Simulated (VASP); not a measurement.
Level of theory: r2SCAN meta-GGA, VASP's PBE PAW potentials (set 64) (plane waves; VASP).

VASP input:

INCAR:
```
SYSTEM = CsI
PREC = Accurate; ENCUT = 530; LREAL = .FALSE.
LASPH = .TRUE.
EDIFF = 1E-7; NELM = 100; ALGO = Normal
LMAXMIX = 4; LMIXTAU = .TRUE.
ISMEAR = 0; SIGMA = 0.05
METAGGA = R2SCAN
IBRION = 6; NSW = 1; ISIF = 3
POTIM = 0.015; NFREE = 2
LWAVE = .FALSE.; LCHARG = .FALSE.
```

File POSCAR:
```
CsI
1
   -0.0000000000     3.8967765700     3.8967765700
    3.8967765700    -0.0000000000     3.8967765700
    3.8967765700     3.8967765700     0.0000000000
Cs I
1 1
Direct
  0.0000000000   0.0000000000   0.0000000000
  0.5000000000   0.5000000000   0.5000000000
```

### KPOINTS
```
Automatic
0
Gamma
5 5 5
0 0 0
```

POTCAR, in this order: Cs_sv I (PBE.64 set). Program: vasp_std.

Output of the run:

OUTCAR:
```


   1 f  =    1.857515 THz    11.671108 2PiTHz   61.960015 cm-1     7.682059 meV
             X         Y         Z           dx          dy          dz
      0.000000  0.000000  0.000000     0.000000    0.698989    0.000000
      3.896777  3.896777  3.896777     0.000000   -0.715133    0.000000

   2 f  =    1.857515 THz    11.671108 2PiTHz   61.960015 cm-1     7.682059 meV
             X         Y         Z           dx          dy          dz
      0.000000  0.000000  0.000000    -0.698989    0.000000    0.000000
      3.896777  3.896777  3.896777     0.715133    0.000000    0.000000

   3 f  =    1.857515 THz    11.671108 2PiTHz   61.960015 cm-1     7.682059 meV
             X         Y         Z           dx          dy          dz
      0.000000  0.000000  0.000000     0.000000    0.000000   -0.698989
      3.896777  3.896777  3.896777     0.000000    0.000000    0.715133

   4 f/i=    0.000231 THz     0.001454 2PiTHz    0.007721 cm-1     0.000957 meV
             X         Y         Z           dx          dy          dz
      0.000000  0.000000  0.000000     0.715133    0.000000    0.000000
      3.896777  3.896777  3.896777     0.698989    0.000000    0.000000

   5 f/i=    0.000231 THz     0.001454 2PiTHz    0.007721 cm-1     0.000957 meV
             X         Y         Z           dx          dy          dz
      0.000000  0.000000  0.000000     0.000000   -0.715133    0.000000
      3.896777  3.896777  3.896777     0.000000   -0.698989    0.000000

   6 f/i=    0.000231 THz     0.001454 2PiTHz    0.007721 cm-1     0.000957 meV
             X         Y         Z           dx          dy          dz
      0.000000  0.000000  0.000000     0.000000    0.000000    0.715133
      3.896777  3.896777  3.896777     0.000000    0.000000    0.698989

 ELASTIC MODULI CONTR FROM IONIC RELAXATION (kBar)
 Direction    XX          YY          ZZ          XY          YZ          ZX
 --------------------------------------------------------------------------------
 XX           0.0000      0.0000      0.0000      0.0000      0.0000      0.0000
 YY           0.0000      0.0000      0.0000      0.0000      0.0000      0.0000
 ZZ           0.0000      0.0000      0.0000      0.0000      0.0000      0.0000
 XY           0.0000      0.0000      0.0000      0.0000      0.0000      0.0000
 YZ           0.0000      0.0000      0.0000      0.0000      0.0000      0.0000
 ZX           0.0000      0.0000      0.0000      0.0000      0.0000      0.0000
 --------------------------------------------------------------------------------

 TOTAL ELASTIC MODULI (kBar)
 Direction    XX          YY          ZZ          XY          YZ          ZX
 --------------------------------------------------------------------------------
 XX         241.3848     23.0393     23.0393      0.0000     -0.0000     -0.0000
 YY          23.0393    241.3848     23.0393      0.0000      0.0000      0.0000
 ZZ          23.0393     23.0393    241.3848     -0.0000      0.0000      0.0000
 XY           0.0000      0.0000     -0.0000     22.0046      0.0000     -0.0000
 YZ          -0.0000      0.0000      0.0000      0.0000     22.0046      0.0000
 ZX          -0.0000      0.0000      0.0000     -0.0000      0.0000     22.0046
 --------------------------------------------------------------------------------
```
(Selected blocks of OUTCAR.)

The structure comes from a computed database's CsI entry (Fm-3m); how it stands against other phases isn't given here. It was relaxed first.
